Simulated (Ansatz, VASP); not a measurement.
# Cross-check of Se (Selenium) between VASP and Ansatz, part 2 of 2

One calculation is typed for both programs; each brings its own data sets. How far apart do they land? The cell is taken from a series of runs on this material, whose earlier steps may have relaxed, scaled, displaced or heated it; both programs get it as it stands.

VASP 6.6.1 and Ansatz 0.2.0.

So far: Set-up; VASP: G0W0 gap, PBE.

**3. Ansatz: G0W0 gap, PBE**

Level of this step: Ansatz beside VASP: Kohn-Sham DFT, plane waves, PBE (Ansatz).

Ansatz runs on its PAW soft_1 files.

The same cell, functional and mesh now go to Ansatz, which takes its cutoff from its data sets.

input.yaml reads:

```yaml
crystal:
  lattice:
    - [4.453524, 0.0, 0.0]
    - [-2.226762, 3.8568649204, 0.0]
    - [0.0, 0.0, 5.052672]
  atoms:
    - { symbol: Se, position: [0.2226665723, 0.0, 0.3333333333] }
    - { symbol: Se, position: [0.0, 0.2226665723, 0.6666666667] }
    - { symbol: Se, position: [0.7773334277, 0.7773334277, 0.0] }
kpoints:
  mp_grid: { grid: [6, 6, 4] }
hamiltonian:
  xc: pbe
  pseudopotentials: { kind: paw, azcp: { folder: soft_1 } }
scf:
  occupations: { method: fixed }
gw:
  n_empty_bands: 307
  ecut_chi: 140
  qp_bands: [v2, c2]
  qp_kpoints: band_edges
  screening: { model: contour_deformation }
```

Run with:

```sh
> ansatz run input.yaml --threads 3 --pin off --max-ram 92160MiB --backend cuda --events-out ev --progress --plain --runs-dir out --devices 1 --max-vram 13GiB
```

Numbers of over 12 decimals in the logs are rounded to 6 here.

Output:

```text
GPUs: using 1 of 1 available (devices: 1).
Engine: ansatz 0.2.0, x86_64-unknown-linux-gnu
Pseudopotentials: kind: paw
Pseudopotential: Se, paw, valence charge 16, recommended cutoff 420 eV (normal), soft_1/Se.paw.azcp
Functional definition: PBE
  parameter kappa = 0.804
  parameter beta = 0.066725
  exchange = pbe_x(kappa = kappa, mu = beta*pi^2/3)
  correlation = pbe_c(beta = beta)
device memory: the entry about to start is reckoned to put 1.0 GiB on a device that reports 48.8 GiB free (of which the cap on the GPU budget leaves the run 13.0 GiB)
GPU FFT provider: cuFFT
GPU libraries: cuBLAS 13.8.2, cuFFT 12.4.0, cuSOLVER 12.3.4
Crystal: 3 atoms, lattice volume = 86.788 Å³
Basis set: ecut = 420 eV, 1703 PW (Γ)
Bands: 29, of which v1, the nominal top of the filled ones, is band 24 counted from 1 (23 counted from 0)
Symmetry: 6 space group operations
Space group: P3121 (ITA 152), of the structure as read, at distance tolerance 4.4e-5 Å
k-points: 24 of 144 (time reversal used)
Non-local potential: Se, projectors of the file, l = 0: 2, l = 1: 2, l = 2: 3, l = 3: 1
PAW form: soft (Blöchl's): semilocal exchange-correlation on the pseudo side does not see the compensation charge
PAW one-centre angular grid: Se, 590 points (default); XC on 64 Gauss nodes
Initial density: superposition of atomic densities (chi_scale 0.1, normalization cell)
Initial wavefunctions: pseudopotential atomic-orbital guess
GPU buffer pool allocated for 32400 grid points (all kernels)
GPU transforms: local potential and band sums: pruned to the plane-wave sphere, on 30×30×36
Functional: x = pbe(κ = 0.804, μ = 0.219515), c = pbe(β = 0.066725)
SCF iter   1: F=—  HF=-16407.342582 eV  |F-HF|=—  |Δ(HF+E_count)|=         —  Δρ=2.73e-2  dr2=4.04e-1  ethr=3.10e-3  ⟨swp⟩=4.5  Hψ=2489  notcnv=0  defer=50
preconditioner: auto → Resta (q_TF=auto, 2.472 Å⁻¹)  ε∞=3.7  [insulator: Δε(μ)=1.073 eV  Ē_g=10.251 eV  n_scr=20 (ndim 8)  ℏωp=16.9 eV  f_vac=0.089  ε∞_Penn≈3.7]
SCF iter   2: F=—  HF=-16407.280662 eV  |F-HF|=—  |Δ(HF+E_count)|=   6.19e-2  Δρ=1.51e-2  dr2=1.27e-1  ethr=8.42e-4  ⟨swp⟩=2.0  Hψ=939  notcnv=0  defer=67
SCF iter   3: F=—  HF=-16407.263444 eV  |F-HF|=—  |Δ(HF+E_count)|=   1.72e-2  Δρ=1.53e-3  dr2=1.64e-3  ethr=2.64e-4  ⟨swp⟩=2.0  Hψ=895  notcnv=0  defer=69
SCF iter   4: F=—  HF=-16407.264424 eV  |F-HF|=—  |Δ(HF+E_count)|=   9.80e-4  Δρ=5.43e-4  dr2=1.94e-4  ethr=3.42e-6  ⟨swp⟩=2.0  Hψ=1298  notcnv=0  defer=70
SCF iter   5: F=—  HF=-16407.264433 eV  |F-HF|=—  |Δ(HF+E_count)|=   9.63e-6  Δρ=1.93e-4  dr2=3.69e-5  ethr=4.04e-7  ⟨swp⟩=2.0  Hψ=1298  notcnv=0  defer=70
SCF iter   6: F=—  HF=-16407.264505 eV  |F-HF|=—  |Δ(HF+E_count)|=   7.19e-5  Δρ=5.18e-5  dr2=2.79e-6  ethr=7.69e-8  ⟨swp⟩=2.0  Hψ=888  notcnv=0  defer=46
SCF iter   7: F=-16407.264511 eV  HF=-16407.264511 eV  |F-HF|=1.49e-7  |Δ(HF+E_count)|=   6.06e-6  Δρ=1.06e-5  dr2=8.54e-8  ethr=2.08e-10  ⟨swp⟩=7.1  Hψ=3534  notcnv=0
SCF 1 converged in 7 iterations: F = -16407.264511 eV  dr2 = 8.54e-8
  greatest PAW one-centre occupation: 1.000 electrons in one spin orbital (limit 2), on the Se atom at site 2 (counted from 0), in its partial waves of l = 2
device memory: the entry about to start is reckoned to put 1.0 GiB (of the 1.1 GiB reckoned in all, the device holds 0.1 GiB already) on a device that reports 49.2 GiB free (of which the cap on the GPU budget leaves the run 12.9 GiB)
NSCF: frozen V_eff on 24 k-points, pencils in batches of 32, up to order 116
the band table was solved once the SCF had ended and its energy, with any forces and stress, was formed, with the checks that follow a solve (3336 applications of the Hamiltonian). They found nothing against the state; the energy, forces and stress were not computed again (output.eigenvalues in the input reference)
device memory: the entry about to start is reckoned to put 5.3 GiB on a device that reports 45.5 GiB free (of which the cap on the GPU budget leaves the run 13.0 GiB)
NSCF: frozen V_eff on 24 k-points
G₀W₀ screening: q 1/24
[... further progress lines ...]
SCF converged after 7 iterations
Free energy (F): -16407.264511 eV
Harris-Foulkes:  -16407.264511 eV  (|F-HF|=1.49e-7)
Internal energy: -16407.264511 eV  (E = F + TS)
E sigma→0 (E₀):  -16407.264511 eV
Fermi energy:    5.704632 eV
--- Per-component energies (eV) ---
  E_band       = -1275.715917
  E_kinetic    = 327.356179
  E_local      = -8609.866534  (includes V_loc(G=0)·N_el)
  E_nonlocal   = -1060.502820
  E_hartree    = 4451.011159
  E_xc         = -252.978088
  E_vxc        = -267.910528  (∫ρ·V_xc dr)
  E_paw        = -6391.288032  (= ΣΔE_a)
  E_vpaw       = -566.817630  (= ΣTr[D̂ρ^β])
  E_aug_tail   = -0.001151  (compensation charges beyond the density's cutoff)
  E_ewald      = -4870.995224
  E_smearing   = -0.000000  (= −TS)
  E_closure    = 0.000000  (closes the sum)
  Σ components = -16407.264511   (vs F -16407.264511, Δ=0.00e0)
--- Band table (eV; the first three rows and the last of 24) ---
  k-point 0: bands = [... 20 lower, 2.2283, 3.8556, 3.8556, 5.3781, 7.5615, 7.5615, 7.9345, 11.7141, ... 1 higher]
  k-point 1: bands = [... 20 lower, 2.3510, 3.9753, 4.2815, 4.9830, 7.2119, 7.2370, 7.4923, 12.5992, ... 1 higher]
  k-point 2: bands = [... 20 lower, 2.4973, 4.3475, 4.3475, 4.6960, 6.9995, 7.0168, 7.0168, 12.1459, ... 1 higher]
  k-point 23: bands = [... 20 lower, 1.1096, 4.7941, 5.5060, 5.5060, 6.6671, 8.3892, 8.3892, 12.4241, ... 1 higher]
--- G₀W₀: contour deformation, 7 samples at zero and on the imaginary axis and 1 off it, 144 q-points, 307 empty bands' worth ---
  eigenvalues of the whole cell's RPA ε∞ on this k-mesh (on a slab, of 1 + 4πα/V) = 8.6521, 8.6521, 13.5494; static W/v taken at q = 0 is 0.094585
  gw.qp_kpoints: band_edges: 11 of 24 stored k-points solved, in 1 pass; an edge of the gap read off the rows below is read off those points alone
    valence top: of the k-points left out ik 20 came nearest to being solved in a further pass, in band 24 (counted from 1, as in the quasiparticle table): it holds the edge there only if its correction is more favourable than any solved in that band by at least 0.507 eV; those differ by 0.083 eV
    conduction bottom: of the k-points left out ik 16 came nearest to being solved in a further pass, in band 25 (counted from 1, as in the quasiparticle table): it holds the edge there only if its correction is more favourable than any solved in that band by at least 0.444 eV; those differ by 0.109 eV
    ik  band        ε_KS         Σx   Σc(E_QP)       V_xc       Z   E_QP_lin       E_QP  E_QP is
     0    23      3.8556   -17.0817     2.6704   -13.8426  0.6720     3.2643     3.2869  root
     0    24      5.3781   -17.5878     2.0521   -14.9320  0.7116     4.7618     4.7744  root
     0    25      7.5615   -10.6832    -4.0258   -14.9115  0.7170     7.7654     7.7641  root
     0    26      7.5615   -10.6832    -4.0258   -14.9115  0.7170     7.7654     7.7641  root
     2    23      4.3475   -16.7110     2.3400   -13.8027  0.6858     3.7612     3.7793  root
     2    24      4.6960   -17.4628     2.2720   -14.5944  0.7021     4.0849     4.0997  root
     2    25      6.9995   -10.7685    -3.6455   -14.5662  0.7252     7.1522     7.1516  root
     2    26      7.0168    -9.5511    -3.6302   -13.2839  0.7428     7.1197     7.1194  root
     3    23      4.1575   -17.3914     2.2243   -14.5984  0.6935     3.5722     3.5888  root
     3    24      5.1909   -17.3964     2.0440   -14.7570  0.7089     4.5823     4.5955  root
     3    25      7.5108   -10.3271    -3.8761   -14.3685  0.7249     7.6768     7.6760  root
     3    26      7.5819   -10.5822    -3.9344   -14.6965  0.7202     7.7628     7.7618  root
     5    23      4.4680   -16.7763     2.0460   -14.1804  0.6965     3.9030     3.9181  root
     5    24      4.6751   -17.1865     2.1543   -14.4521  0.7011     4.0806     4.0951  root
     5    25      7.1613   -10.8242    -3.5871   -14.5304  0.7276     7.2806     7.2803  root
     5    26      7.3449   -10.0121    -3.7675   -13.9113  0.7304     7.4772     7.4767  root
     8    23      4.2409   -16.8153     2.0275   -14.2527  0.6941     3.6906     3.7057  root
     8    24      5.3106   -17.2887     1.5594   -15.1715  0.7189     4.7429     4.7528  root
     8    25      7.3137   -10.8009    -3.5033   -14.3979  0.7293     7.4077     7.4075  root
     8    26      7.8842   -10.3425    -3.9716   -14.4754  0.7178     8.0464     8.0455  root
    11    23      4.0333   -17.1003     2.0921   -14.4509  0.6949     3.4602     3.4761  root
    11    24      4.8080   -17.2935     2.0704   -14.6437  0.7028     4.2142     4.2287  root
    11    25      7.6410   -10.2386    -3.8167   -14.1926  0.7262     7.7788     7.7783  root
    11    26      8.0455   -10.4033    -3.9461   -14.5039  0.7154     8.2009     8.2001  root
[...]
22    23      4.3926   -17.1780     1.8477   -14.8022  0.7003     3.8520     3.8644  root
    22    24      5.2085   -17.0705     1.6225   -14.8872  0.7154     4.6369     4.6477  root
    22    25      7.8206   -11.6998    -3.7297   -15.5584  0.7103     7.9501     7.9495  root
    22    26      8.7722   -10.9864    -4.2586   -15.4263  0.6863     8.9551     8.9535  root
    23    23      5.5060   -17.3360     1.4061   -15.3771  0.7232     4.9443     4.9533  root
    23    24      5.5060   -17.3360     1.4061   -15.3771  0.7232     4.9443     4.9533  root
    23    25      6.6671   -11.1949    -3.4700   -14.8300  0.7351     6.8328     6.8322  root
    23    26      8.3892   -10.7045    -4.1783   -15.0846  0.7009     8.5928     8.5910  root
```

In the SCF lines HF is the Harris–Foulkes energy and dr2 the Hartree energy of the density residual, in eV; the loop may stop once dr2 is under the threshold and the program's other checks hold. Hψ counts applications of the Hamiltonian.

**4. Side by side**

Known differences besides the potentials themselves: fixed occupations in Ansatz, narrow Gaussian smearing in VASP; the data sets hold 48 valence electrons in Ansatz (on its PAW soft_1 files) and 18 in VASP; the cutoff is 420 eV in Ansatz and 300 eV in VASP; VASP leaves aspherical gradient terms in its spheres out (LASPH is not set), Ansatz keeps them; Ansatz integrates over frequency by contour deformation, VASP on a grid of NOMEGA points; Ansatz's G0W0 levels solve the quasiparticle equation, VASP's are linearised. Total energies have different zeros and are not compared.

Compared:

```
                   quantity  Ansatz  VASP  difference
  G0W0 gap on the mesh (eV)    1.65  1.64       +0.01
Kohn-Sham gap under it (eV)    0.96  0.93       +0.03
```

**5. Outcome**

* difference in G0W0 gap on the mesh (G0W0 gap, PBE): 0.014 eV

In words: The difference in G0W0 gap on the mesh is 0.014 eV (G0W0 gap, PBE). The data sets hold unlike numbers of valence electrons (48 in Ansatz and 18 in VASP), so part of the differences comes from the potentials. How closely two codes agree says nothing of how well the functional describes the real material.

[Lines on the potential files, build, host, timing and source positions are cut from VASP's logs without a mark.]

[Logs are printed without paths, hosts, clocks, repeated set-up lines and the standing remarks that a program may print on its own settings, such as how far it seeks lower states.]

[Hosts, paths, dates, database ids (printed as entryN), source tags and the programs' standing remarks are cut or masked in the printed files.]
